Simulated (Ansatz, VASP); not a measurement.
This is a calculation of Rb3Sr for Ansatz 0.2.0. Atoms were shifted at random by some hundredths of an Å from the given cell, which wasn't relaxed again for these runs. The cell comes from a database or a generator and needn't be the stable form of this composition.

Contents of input.yaml:

```yaml
crystal:
  lattice:
    - [-3.411771, 3.411771, 6.93246]
    - [3.411771, -3.411771, 6.93246]
    - [3.411771, 3.411771, -6.93246]
  atoms:
    - { symbol: Sr, position: [0.004246, 0.00413, 0.007334] }
    - { symbol: Rb, position: [0.496786, 0.491326, -0.009139] }
    - { symbol: Rb, position: [0.260363, 0.749688, 0.508858] }
    - { symbol: Rb, position: [0.754454, 0.255921, 0.511543] }
hamiltonian:
  xc: pbe
  pseudopotentials: { kind: paw }
kpoints:
  mp_grid: { grid: [6, 6, 6] }
scf:
  occupations: { method: fermi_dirac, width: 0.05 }
output:
  forces: true
  stress: true
  eigenvalues: true
  write_density: true
  write_potential: true
  elf: true
  volumetric_format: npy
```

Potentials or basis: Ansatz PAW.

Run with:

```sh
$ ansatz run input.yaml --threads 2 --pin off --max-ram 5120MiB --backend cpu --events-out ev --progress --plain --runs-dir out
```

**Question.** What does the same run look like in VASP 6.6.1? Potentials or basis there: PBE PAW files Rb_sv, Sr_sv, 520 eV.

**Answer.** As run (cutoffs and basis follow the program's own potentials, and thresholds, step limits or extra output files can differ):

Contents of INCAR:

```
PREC = Accurate
ENCUT = 520
EDIFF = 1E-7
ISMEAR = -1
SIGMA = 0.05
LREAL = F
LASPH = T
NELM = 60
ALGO = Normal
ISIF = 2
LWAVE = F
LCHARG = T
GGA = PE
LELF = T
LVHAR = T
NBANDS = 26
```

Contents of KPOINTS:

```
Automatic mesh
0
Gamma
  6 6 6
```

Contents of POSCAR:

```
Rb3Sr
1.0
   -3.4117710000      3.4117710000      6.9324600000
    3.4117710000     -3.4117710000      6.9324600000
    3.4117710000      3.4117710000     -6.9324600000
Sr Rb
1 3
Direct
    0.0042460000      0.0041300000      0.0073340000
    0.4967860000      0.4913260000     -0.0091390000
    0.2603630000      0.7496880000      0.5088580000
    0.7544540000      0.2559210000      0.5115430000
```

Potentials or basis: VASP PAW PBE potentials, release 64 (Sr_sv, Rb_sv).

Launch:

```console
$ cat potpaw_PBE.64/Sr_sv/POTCAR potpaw_PBE.64/Rb_sv/POTCAR > POTCAR
$ mpirun -np 1 vasp_std > vasp.out
```

Both were run:

|  | Ansatz | VASP |
| --- | --- | --- |
| Pressure | 0.0 GPa | 0.0 GPa |

Ansatz's pressure holds a Pulay term of +0.00 GPa for its cutoff of 420 eV, which the other run lacks.

Where Ansatz's input types no cutoff or centring, it takes its own default and a Γ-centred mesh.

Pressure is positive in compression.
